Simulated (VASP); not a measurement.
# BPb with r2SCAN + D4: from relaxation to properties, part 3 of 3

What structure does BPb take at this level, and what are its properties? The cell is invented: it takes the structure of a Materials Project entry for GeSb (space group 225 there), with all of its atoms replaced by other elements, volume scaled by an estimate. It may not be a known or stable phase.

VASP 6.6.1; r2SCAN with D4; plane waves and PAW (Pb_d, B); invented cell.

Still holding for the runs below: This run has no spin polarisation. Its electron count is odd, so without a moment it is a metal by construction. The k-mesh is coarse for a metal.

So far. Step 5 (Band structure (r2SCAN + D4)): There is no gap at this level. Step 6 (Total and projected DOS (r2SCAN + D4)): The finer mesh and the other smearing move the Fermi level by -0.10 eV from the 9×9×9 run, one measure of the sampling error in the zero of the bands above. Of the states within 0.3 eV of the Fermi level, the largest shares in the PAW spheres are B p 27 % and Pb p 16 %. The rest lies in smaller channels or between the spheres. The relaxed cell has a = 5.201 Å (conventional setting).

### 7. Zone-centre phonons (r2SCAN + D4)

Zone-centre modes test whether the atoms sit at a minimum within this cell. IBRION = 6 takes the force constants from differences of forces between displaced cells, so the forces must be tight.

File INCAR:

```
SYSTEM = BPb
PREC = Accurate
ENCUT = 420
EDIFF = 1E-08
NELM = 100
ISMEAR = -1
SIGMA = 0.05
LREAL = .FALSE.
ALGO = Normal
METAGGA = R2SCAN
IVDW = 13
VDW_S6 = 1
VDW_S8 = 0.6018749
VDW_A1 = 0.51559235
VDW_A2 = 5.77342911
LASPH = .TRUE.
LORBIT = 11
LWAVE = .FALSE.
LCHARG = .FALSE.
IBRION = 6
NFREE = 2
POTIM = 0.015
ISIF = 2
NSW = 1
```

File POSCAR:

```
BPb
1.0
    0.0000000000      2.6006127959      2.6006127959
    2.6006127959      0.0000000000      2.6006127959
    2.6006127959      2.6006127959      0.0000000000
Pb B
1 1
Direct
    0.0000000000      0.0000000000      0.0000000000
    0.5000000000      0.5000000000      0.5000000000
```

File KPOINTS:

```
Automatic mesh
0
Gamma
9 9 9
0 0 0
```

The projector-augmented-wave data sets are Pb_d and B (PBE family, release 64).

On the command line:

```bash
> mpirun -np 1 vasp_std
```

Output:

```text
[... set-up lines as in an earlier step ...]
 entering main loop
       N       E                     dE             d eps       ncg     rms          rms(c)
[... 10 cycles as in an earlier step ...]
DAV:  11    -0.610276112436E+02   -0.12269E-05   -0.60799E-06  1024   0.295E-02    0.103E-02
DAV:  12    -0.610276089983E+02    0.22453E-05   -0.10660E-05  1044   0.568E-02    0.586E-04
DAV:  13    -0.610276090172E+02   -0.18815E-07   -0.18690E-07  1028   0.426E-03    0.365E-04
DAV:  14    -0.610276089820E+02    0.35202E-07   -0.96204E-09   724   0.121E-03    0.729E-05
DAV:  15    -0.610276089761E+02    0.58888E-08   -0.12929E-09   580   0.633E-04
   1 F= -.61278588E+02 E0= -.61275124E+02  d E =-.692933E-02
 Found     2 degrees of freedom:
 Finite differences POTIM= 0.01500 DOF=   2
 bond charge predicted
       N       E                     dE             d eps       ncg     rms          rms(c)
DAV:   1    -0.610212147575E+02    0.63942E-02   -0.16296E+00  2164   0.952E+00    0.791E-02
DAV:   2    -0.610272874114E+02   -0.60727E-02   -0.33933E-02  2480   0.237E+00    0.412E-02
DAV:   3    -0.610272998611E+02   -0.12450E-04   -0.25015E-04  2384   0.189E-01    0.291E-02
DAV:   4    -0.610273083194E+02   -0.84582E-05   -0.54593E-05  2268   0.141E-01    0.960E-03
DAV:   5    -0.610273110803E+02   -0.27609E-05   -0.42373E-06  2220   0.225E-02    0.431E-03
DAV:   6    -0.610273114385E+02   -0.35821E-06   -0.14843E-06  2364   0.148E-02    0.723E-04
DAV:   7    -0.610273114741E+02   -0.35565E-07   -0.76449E-08  2240   0.292E-03    0.333E-04
DAV:   8    -0.610273114638E+02    0.10265E-07   -0.12493E-08  1260   0.174E-03    0.762E-05
DAV:   9    -0.610273114642E+02   -0.40313E-09   -0.19378E-09  1164   0.504E-04
   2 F= -.61278286E+02 E0= -.61274825E+02  d E =-.692301E-02
[...]
3 F= -.61278286E+02 E0= -.61274825E+02  d E =-.692301E-02
[...]
4 F= -.61278287E+02 E0= -.61274825E+02  d E =-.692301E-02
 Finite differences progress:
  Degree of freedom:   2/  2
  Displacement:        1/  2
  Total:               3/  4
 bond charge predicted
       N       E                     dE             d eps       ncg     rms          rms(c)
DAV:   1    -0.610269682259E+02    0.34375E-03   -0.45826E-01  1808   0.392E+00    0.751E-02
DAV:   2    -0.610273266953E+02   -0.35847E-03   -0.54236E-03  2320   0.646E-01    0.400E-02
DAV:   3    -0.610272998578E+02    0.26837E-04   -0.28850E-04  2036   0.123E-01    0.104E-02
DAV:   4    -0.610273081905E+02   -0.83327E-05   -0.41715E-05  2268   0.456E-02    0.947E-03
DAV:   5    -0.610273118442E+02   -0.36536E-05   -0.38684E-06  2056   0.167E-02    0.265E-03
DAV:   6    -0.610273119678E+02   -0.12368E-06   -0.60714E-07  2200   0.675E-03    0.861E-04
DAV:   7    -0.610273119799E+02   -0.12090E-07   -0.82825E-08  2056   0.237E-03    0.221E-04
DAV:   8    -0.610273119787E+02    0.12321E-08   -0.22093E-09  1304   0.475E-04
   5 F= -.61278287E+02 E0= -.61274825E+02  d E =-.692300E-02
 Finite differences progress:
  Degree of freedom:   2/  2
  Displacement:        2/  2
  Total:               4/  4
```

It took 2.9 min on 1 MPI rank of Intel Xeon 6975P-C (Granite Rapids), shared host; peak memory 0.2 GiB.

OUTCAR, selected parts (step 7):

```text
   NELECT =      17.0000    total number of electrons

 E-fermi :   7.6207

 k-point     1 :       0.0000    0.0000    0.0000
  band No.  band energies     occupation
    ...
      2      -9.8085      2.00000
      3      -9.8084      2.00000
      4      -9.7700      2.00000
      5      -9.7698      2.00000
      6      -5.8534      2.00000
      7       8.2464      0.00001
      8       8.2471      0.00001
      9       8.2471      0.00001
     10       9.7554      0.00000
     11      16.8859      0.00000
    ...

  DFT-D4 for vdW energy calculation

  Edisp (eV):   -0.25098

  Total      -0.01101    -0.01761    -0.01761     0.00000     0.00000     0.00000
  in kB      -0.50128    -0.80203    -0.80203     0.00000     0.00000     0.00000
  external pressure =       -0.70 kB  Pullay stress =        0.00 kB

 POSITION                                       TOTAL-FORCE (eV/Angst)
 -----------------------------------------------------------------------------------
      0.00000      0.00000      0.00000        -0.039651      0.000000      0.000000
      2.58561      2.60061      2.60061         0.039651      0.000000      0.000000
 -----------------------------------------------------------------------------------
    total drift:                               -0.000058      0.000000     -0.000000

  FREE ENERGIE OF THE ION-ELECTRON SYSTEM (eV)
  ---------------------------------------------------
  free  energy   TOTEN  =       -61.2782869842 eV

  energy  without entropy=      -61.2713639810  energy(sigma->0) =      -61.27482548

 Eigenvectors and eigenvalues of the dynamical matrix
 ----------------------------------------------------

   1 f  =    7.927567 THz    49.810370 2PiTHz  264.435160 cm-1    32.785767 meV
             X         Y         Z           dx          dy          dz
      0.000000  0.000000  0.000000     0.223070   -0.000000   -0.000000
      2.600613  2.600613  2.600613    -0.974802    0.000000   -0.000000

   2 f  =    7.927567 THz    49.810370 2PiTHz  264.435160 cm-1    32.785767 meV
             X         Y         Z           dx          dy          dz
      0.000000  0.000000  0.000000    -0.000000   -0.223070   -0.000000
      2.600613  2.600613  2.600613     0.000000    0.974802   -0.000000

   3 f  =    7.927567 THz    49.810370 2PiTHz  264.435160 cm-1    32.785767 meV
             X         Y         Z           dx          dy          dz
      0.000000  0.000000  0.000000     0.000000    0.000000   -0.223070
      2.600613  2.600613  2.600613     0.000000    0.000000    0.974802

   4 f/i=    0.003122 THz     0.019616 2PiTHz    0.104136 cm-1     0.012911 meV
             X         Y         Z           dx          dy          dz
      0.000000  0.000000  0.000000     0.968508   -0.110397    0.006649
      2.600613  2.600613  2.600613     0.221630   -0.025263    0.001522

   5 f/i=    0.003122 THz     0.019616 2PiTHz    0.104136 cm-1     0.012911 meV
             X         Y         Z           dx          dy          dz
      0.000000  0.000000  0.000000     0.110511    0.963696   -0.096527
      2.600613  2.600613  2.600613     0.025289    0.220529   -0.022089

   6 f/i=    0.003122 THz     0.019616 2PiTHz    0.104136 cm-1     0.012911 meV
             X         Y         Z           dx          dy          dz
      0.000000  0.000000  0.000000    -0.004359   -0.096657   -0.969989
      2.600613  2.600613  2.600613    -0.000997   -0.022119   -0.221969

 ELASTIC MODULI CONTR FROM IONIC RELAXATION (kBar)
 Direction    XX          YY          ZZ          XY          YZ          ZX
 --------------------------------------------------------------------------------
 XX           0.0000      0.0000      0.0000      0.0000      0.0000      0.0000
 YY           0.0000      0.0000      0.0000      0.0000      0.0000      0.0000
 ZZ           0.0000      0.0000      0.0000      0.0000      0.0000      0.0000
 XY           0.0000      0.0000      0.0000      0.0000      0.0000      0.0000
 YZ           0.0000      0.0000      0.0000      0.0000      0.0000      0.0000
 ZX           0.0000      0.0000      0.0000      0.0000      0.0000      0.0000
 --------------------------------------------------------------------------------

[... 8 parts as in an earlier step ...]

[... 9 further parts left out ...]
```

The last energy, forces, stress and levels in OUTCAR belong to the last displaced cell, not to the cell of POSCAR.

This step gave:

```yaml
irreducible_k_points: 35
pressure_of_the_cell: -0.07701 GPa
largest_force_of_the_cell: 0 eV/Å
```

The modes at Γ (shares of kinetic energy by element, %):

| mode | frequency (cm⁻¹) | symmetry | Pb % | B % |
| --- | --- | --- | --- | --- |
| 1 | -0.1 | acoustic | 95 | 5 |
| 2 | -0.1 | acoustic | 95 | 5 |
| 3 | -0.1 | acoustic | 95 | 5 |
| 4 | 264.4 | T1u | 5 | 95 |
| 5 | 264.4 | T1u | 5 | 95 |
| 6 | 264.4 | T1u | 5 | 95 |

Displacements in mode 4 (264.4 cm⁻¹), the largest set to 1:
```
Pb1  0.00  0.00 -0.05
B2   0.00  0.00  1.00
```

The three acoustic modes lie within 0.1 cm⁻¹ of zero, and all others are real. By the characters of their eigenvectors the optical modes sort into (cm⁻¹) infrared active: T1u 264.

### 8. Field gradients at the nuclei (r2SCAN + D4)

Field gradients probe how far the charge around each nucleus departs from cubic symmetry; LASPH keeps the non-spherical terms inside the spheres.

INCAR, as its differences from that of step 7:

```diff
@@ -3,3 +3,3 @@
 ENCUT = 420
-EDIFF = 1E-08
+EDIFF = 1E-07
 NELM = 100
@@ -19,6 +19,2 @@
 LCHARG = .FALSE.
-IBRION = 6
-NFREE = 2
-POTIM = 0.015
-ISIF = 2
-NSW = 1
+LEFG = .TRUE.
```

POSCAR is that of step 7.

KPOINTS is that of step 7.

On the command line:

```bash
> mpirun -np 1 vasp_std
```

Output:

```text
[... set-up lines as in an earlier step ...]
 entering main loop
       N       E                     dE             d eps       ncg     rms          rms(c)
[... 12 cycles as in an earlier step ...]
DAV:  13    -0.610276090171E+02   -0.18734E-07   -0.18397E-07   956   0.426E-03
ion   1
     0.0000000    -0.0000000     0.0000000    -0.0000000    -0.0000000     0.0000000
     0.0000688    -0.0000000     0.0000000    -0.0000000    -0.0000000     0.0000000
     0.0000947    -0.0000000     0.0000000    -0.0000000    -0.0000000     0.0000000
     0.0001304    -0.0000000     0.0000000    -0.0000000    -0.0000000     0.0000000
     0.0001796    -0.0000000     0.0000000    -0.0000000    -0.0000000     0.0000000

     0.0000000     0.0000000    -0.0000000    -0.0000000    -0.0000000     0.0000000
     0.0000688     0.0000000    -0.0000000    -0.0000000    -0.0000000     0.0000000
     0.0000947     0.0000000    -0.0000000    -0.0000000    -0.0000000     0.0000000
     0.0001304     0.0000000    -0.0000000    -0.0000000    -0.0000000     0.0000000
     0.0001796     0.0000000    -0.0000000    -0.0000000    -0.0000000     0.0000000

ion   2
     0.0000000     0.0000000    -0.0000000    -0.0000000     0.0000000     0.0000000
     0.0000257     0.0000000    -0.0000000    -0.0000000     0.0000000     0.0000000
     0.0000354     0.0000000    -0.0000000    -0.0000000     0.0000000     0.0000000
     0.0000487     0.0000000    -0.0000000    -0.0000000     0.0000000     0.0000000
     0.0000671     0.0000000    -0.0000000    -0.0000000     0.0000000     0.0000000

     0.0000000     0.0000000    -0.0000000    -0.0000000     0.0000000     0.0000000
     0.0000257     0.0000000    -0.0000000    -0.0000000     0.0000000     0.0000000
     0.0000354     0.0000000    -0.0000000    -0.0000000     0.0000000     0.0000000
     0.0000487     0.0000000    -0.0000000    -0.0000000     0.0000000     0.0000000
     0.0000671     0.0000000    -0.0000000    -0.0000000     0.0000000     0.0000000

   1 F= -.61278588E+02 E0= -.61275124E+02  d E =-.692936E-02
```

Elapsed: 25 s, on 1 MPI rank; peak memory 0.16 GiB.

Parts of OUTCAR (step 8):

```text
   NELECT =      17.0000    total number of electrons

 E-fermi :   7.6211

  DFT-D4 for vdW energy calculation

  Edisp (eV):   -0.25098

  Total      -0.01642    -0.01642    -0.01642     0.00000     0.00000     0.00000
  in kB      -0.74801    -0.74801    -0.74801     0.00000     0.00000     0.00000
  external pressure =       -0.75 kB  Pullay stress =        0.00 kB

 POSITION                                       TOTAL-FORCE (eV/Angst)
 -----------------------------------------------------------------------------------
      0.00000      0.00000      0.00000         0.000000     -0.000000      0.000000
      2.60061      2.60061      2.60061        -0.000000      0.000000     -0.000000
 -----------------------------------------------------------------------------------
    total drift:                               -0.000000     -0.000000      0.000000

  FREE ENERGIE OF THE ION-ELECTRON SYSTEM (eV)
  ---------------------------------------------------
  free  energy   TOTEN  =       -61.2785882713 eV

  energy  without entropy=      -61.2716589131  energy(sigma->0) =      -61.27512359

 Electric field gradients after diagonalization (V/A^2)
 (convention: |V_zz| > |V_xx| > |V_yy|)
----------------------------------------------------------------------
 ion       V_xx      V_yy      V_zz     asymmetry (V_yy - V_xx)/ V_zz
----------------------------------------------------------------------
   1       0.001     0.001    -0.002       0.000
   2      -0.000    -0.000     0.000       0.000
----------------------------------------------------------------------

[... 16 parts as in an earlier step ...]

[... 2 further parts left out ...]
```

Numbers from this step:

| Quantity | Value |
| --- | --- |
| SCF cycles | 13 |
| free energy (TOTEN) | -61.2786 eV |
| Fermi energy | 7.621 eV |
| pressure | -0.07480 GPa |

Electric field gradients, by row:

| atom | Vxx (V/Å²) | Vyy (V/Å²) | Vzz (V/Å²) | asymmetry |
| --- | --- | --- | --- | --- |
| Pb1 | 0.001 | 0.001 | -0.002 | - |
| B2 | 0 | 0 | 0 | - |

All gradients vanish within the noise.

The run ends at a pressure of -0.07 GPa.

### 9. Outcome

```yaml
relaxed_volume: 17.59 Å³/atom
relaxed_conventional_cell_a_b_c: 5.201, 5.201, 5.201 Å
space_group_after_relaxing_within_0p02_a: Fm-3m (No. 225)
band_gap: none, a metal
dos_at_the_fermi_level: 0.895 states/eV/cell
highest_zone_centre_mode: 264 cm⁻¹
largest_field_gradient_vzz: zero within the noise on all sites
```

In words: With r2SCAN + D4, BPb relaxes to 17.59 Å³/atom in space group Fm-3m (held by the symmetry of the run) and comes out as a metal. Band structure (r2SCAN + D4): Of the bands kept, 4 cross the Fermi level on this path. Zone-centre phonons (r2SCAN + D4): The highest mode in this list at Γ, 264.4 cm⁻¹, is mostly motion of B (95 % of the kinetic energy). Spin-orbit coupling is left out, and with elements this heavy it would split and shift bands near the Fermi level. The k-sampling is coarse for a metal, so the Fermi level, pressures and the shape of the cell carry errors. With an odd electron count and no spin the cell is a metal by construction. Modes at Γ alone can't show that the crystal is stable at other wave vectors. No search among competing phases was made. All values are for a static lattice at zero temperature.

[Lines on the potential files, build, host, timing and source positions are cut from VASP's logs without a mark.]

[Logs are printed without paths, hosts, clocks, repeated set-up lines and the standing remarks that a program may print on its own settings, such as how far it seeks lower states.]

[Hosts, paths, dates, database ids (printed as entryN), source tags and the programs' standing remarks are cut or masked in the printed files.]

[A measured line is paired with the nearest computed mode of its activity, which favours agreement.]
